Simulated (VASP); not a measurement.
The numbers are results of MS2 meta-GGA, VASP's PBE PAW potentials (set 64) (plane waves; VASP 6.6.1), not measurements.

Input for VASP

### KPOINTS
```
kpoints
0
G
 10 10 10
```

### INCAR
```
# general
SYSTEM   =  Ca
PREC     =  Accurate
ENCUT    =  520
LREAL    =  F
LASPH    =  T

# electronic loop
EDIFF    =  1E-6
NELM     =  100
ALGO     =  Normal
LMIXTAU  =  T

# smearing
ISMEAR   =  1
SIGMA    =  0.1

# functional
METAGGA  =  MS2

# ions
IBRION   =  2
NSW      =  60
ISIF     =  3
EDIFFG   =  -0.01

# output
LWAVE    =  F
LCHARG   =  F
```

File POSCAR:
```
Ca
1
    0.0000000000     2.7709479726     2.7709479726
    2.7709479726     0.0000000000     2.7709479726
    2.7709479726     2.7709479726     0.0000000000
Ca
1
Direct
  0.0000000000   0.0000000000   0.0000000000
```

POTCAR, in this order: Ca_sv (PBE.64 set). Program: vasp_std.

The resulting files:

### OSZICAR
```
       N       E                     dE             d eps       ncg     rms          rms(c)
DAV:   1     0.536970115403E+02    0.53697E+02   -0.48148E+03   854   0.962E+02
DAV:   2    -0.958853665809E+01   -0.63286E+02   -0.63058E+02   874   0.227E+02
DAV:   3    -0.118815287283E+02   -0.22930E+01   -0.21913E+01  1412   0.380E+01
DAV:   4    -0.119691493244E+02   -0.87621E-01   -0.87423E-01  1207   0.574E+00
DAV:   5    -0.119727954100E+02   -0.36461E-02   -0.36441E-02  1385   0.732E-01    0.107E+01
DAV:   6    -0.348285080290E+01    0.84899E+01   -0.25250E+00  1283   0.177E+01    0.118E+01
DAV:   7     0.126387667004E+01    0.47467E+01   -0.83990E+01  1119   0.549E+01    0.272E+01
DAV:   8    -0.117768446967E+02   -0.13041E+02   -0.17618E+01   879   0.666E+01    0.426E+01
DAV:   9    -0.714298252594E+01    0.46339E+01   -0.78296E+00   850   0.420E+01    0.712E+00
DAV:  10    -0.831790004270E+01   -0.11749E+01   -0.21383E+00   851   0.234E+01    0.237E+01
DAV:  11    -0.805525627617E+01    0.26264E+00   -0.13064E-01  1119   0.511E+00    0.205E+01
DAV:  12    -0.772000354405E+01    0.33525E+00   -0.38491E+00   931   0.298E+01    0.152E+00
DAV:  13    -0.858703889912E+01   -0.86704E+00   -0.12882E+01  1288   0.276E+01    0.252E+00
DAV:  14    -0.826338098292E+01    0.32366E+00   -0.16999E+00  1238   0.842E+00    0.129E+00
DAV:  15    -0.729999225909E+01    0.96339E+00   -0.60611E+00  1166   0.186E+01    0.173E-01
DAV:  16    -0.729869794285E+01    0.12943E-02   -0.14298E-01  1154   0.387E+00    0.539E-01
DAV:  17    -0.729119247533E+01    0.75055E-02   -0.34442E-02  1270   0.192E+00    0.125E-01
DAV:  18    -0.727964903103E+01    0.11543E-01   -0.75673E-02   854   0.243E+00    0.408E-01
DAV:  19    -0.725391162548E+01    0.25737E-01   -0.12671E-01  1199   0.342E+00    0.185E-01
DAV:  20    -0.725360336807E+01    0.30826E-03   -0.31689E-03  1222   0.414E-01    0.189E-01
DAV:  21    -0.729516801891E+01   -0.41565E-01   -0.38723E-02   882   0.198E+00    0.215E-01
DAV:  22    -0.731336512559E+01   -0.18197E-01   -0.39107E-02   881   0.193E+00    0.151E-01
DAV:  23    -0.731911223337E+01   -0.57471E-02   -0.19063E-02   878   0.579E-01    0.143E-01
DAV:  24    -0.731776282409E+01    0.13494E-02   -0.13029E-03  1307   0.229E-01    0.135E-01
DAV:  25    -0.731777172396E+01   -0.88999E-05   -0.48963E-05  1165   0.589E-02    0.138E-01
DAV:  26    -0.731770800227E+01    0.63722E-04   -0.28511E-05   946   0.487E-02    0.132E-01
DAV:  27    -0.731996216757E+01   -0.22542E-02   -0.13277E-03   854   0.400E-01    0.195E-01
DAV:  28    -0.732024888242E+01   -0.28671E-03   -0.10963E-02   852   0.730E-01    0.267E-01
DAV:  29    -0.731950025943E+01    0.74862E-03   -0.14500E-03   854   0.271E-01    0.257E-01
DAV:  30    -0.731888352066E+01    0.61674E-03   -0.34200E-04   977   0.865E-02    0.245E-01
DAV:  31    -0.731852731027E+01    0.35621E-03   -0.20746E-04   854   0.118E-01    0.241E-01
DAV:  32    -0.731910638257E+01   -0.57907E-03   -0.82100E-04   854   0.206E-01    0.183E-01
DAV:  33    -0.731861390223E+01    0.49248E-03   -0.24830E-04   922   0.872E-02    0.168E-01
DAV:  34    -0.731854417271E+01    0.69730E-04   -0.19490E-05   964   0.497E-02    0.185E-01
DAV:  35    -0.731868356414E+01   -0.13939E-03   -0.18040E-05   920   0.451E-02    0.203E-01
DAV:  36    -0.731918022220E+01   -0.49666E-03   -0.21794E-04   854   0.132E-01    0.263E-01
DAV:  37    -0.731947350630E+01   -0.29328E-03   -0.25989E-04   854   0.127E-01    0.293E-01
DAV:  38    -0.732095223355E+01   -0.14787E-02   -0.14379E-03   854   0.232E-01    0.235E-01
DAV:  39    -0.732152348332E+01   -0.57125E-03   -0.61705E-04  1066   0.150E-01    0.194E-01
DAV:  40    -0.732296167463E+01   -0.14382E-02   -0.19349E-03   878   0.242E-01    0.137E-01
DAV:  41    -0.732386324106E+01   -0.90157E-03   -0.11998E-03  1076   0.206E-01    0.112E-01
DAV:  42    -0.732551211684E+01   -0.16489E-02   -0.55646E-03   869   0.476E-01    0.710E-02
DAV:  43    -0.732589351326E+01   -0.38140E-03   -0.89602E-04  1279   0.250E-01    0.588E-02
DAV:  44    -0.732581463056E+01    0.78883E-04   -0.74418E-04   857   0.255E-01    0.454E-02
DAV:  45    -0.732584868683E+01   -0.34056E-04   -0.56536E-04  1034   0.209E-01    0.376E-02
DAV:  46    -0.732587292936E+01   -0.24243E-04   -0.37098E-04   872   0.200E-01    0.266E-02
DAV:  47    -0.732591097541E+01   -0.38046E-04   -0.84293E-05  1407   0.880E-02    0.131E-02
DAV:  48    -0.732589548895E+01    0.15486E-04   -0.20881E-05   915   0.594E-02    0.848E-03
DAV:  49    -0.732582491101E+01    0.70578E-04   -0.12174E-05   914   0.340E-02    0.116E-02
DAV:  50    -0.732580439108E+01    0.20520E-04   -0.54248E-06   927   0.315E-02    0.115E-02
DAV:  51    -0.732584519905E+01   -0.40808E-04   -0.37997E-06   854   0.240E-02    0.547E-03
DAV:  52    -0.732586182109E+01   -0.16622E-04   -0.14043E-06   897   0.131E-02    0.264E-03
DAV:  53    -0.732587288675E+01   -0.11066E-04   -0.19148E-06   854   0.124E-02    0.132E-03
DAV:  54    -0.732586946130E+01    0.34254E-05   -0.43235E-07   596   0.605E-03    0.164E-03
DAV:  55    -0.732587583035E+01   -0.63690E-05   -0.64964E-07   604   0.637E-03    0.973E-04
DAV:  56    -0.732588002348E+01   -0.41931E-05   -0.77549E-08   432   0.338E-03    0.584E-04
DAV:  57    -0.732588154129E+01   -0.15178E-05   -0.11904E-07   432   0.345E-03    0.422E-04
DAV:  58    -0.732588304817E+01   -0.15069E-05   -0.98352E-08   432   0.364E-03    0.173E-04
DAV:  59    -0.732588420875E+01   -0.11606E-05   -0.61932E-08   432   0.267E-03    0.111E-04
DAV:  60    -0.732588392365E+01    0.28510E-06   -0.14367E-08   432   0.104E-03
   1 F= -.73258839E+01 E0= -.73257455E+01  d E =-.732588E+01
```

File OUTCAR:
```
------------------------ aborting loop because EDIFF is reached ----------------------------------------
  FORCE on cell =-STRESS in cart. coord.  units (eV):
  Direction    XX          YY          ZZ          XY          YZ          ZX
  --------------------------------------------------------------------------------------
  Total       -0.0007468     -0.0007468     -0.0007468      0.0000000      0.0000000      0.0000000
  in kB       -0.0281202     -0.0281202     -0.0281202      0.0000000      0.0000000      0.0000000
  external PRESSURE =      -0.0281202 kB  Pullay stress =       0.0000000 kB
  volume of cell :       42.55
      direct lattice vectors                 reciprocal lattice vectors
     0.000000000  2.770947973  2.770947973    -0.180443662  0.180443662  0.180443662
     2.770947973  0.000000000  2.770947973     0.180443662 -0.180443662  0.180443662
     2.770947973  2.770947973  0.000000000     0.180443662  0.180443662 -0.180443662
 POSITION                                       TOTAL-FORCE (eV/Angst)
 -----------------------------------------------------------------------------------
      0.00000      0.00000      0.00000         0.000000      0.000000      0.000000
 -----------------------------------------------------------------------------------
    total drift:                               -0.000000     -0.000000     -0.000000
  FREE ENERGIE OF THE ION-ELECTRON SYSTEM (eV)
  ---------------------------------------------------
  free  energy   TOTEN  =        -7.3258839236 eV

  energy  without entropy=       -7.3254686127  energy(sigma->0) =       -7.32574549

 reached required accuracy - stopping structural energy minimisation
```
(Selected blocks of OUTCAR.)

The compound is Ca in the fcc structure. It was relaxed first. The start is the result of an earlier pass.
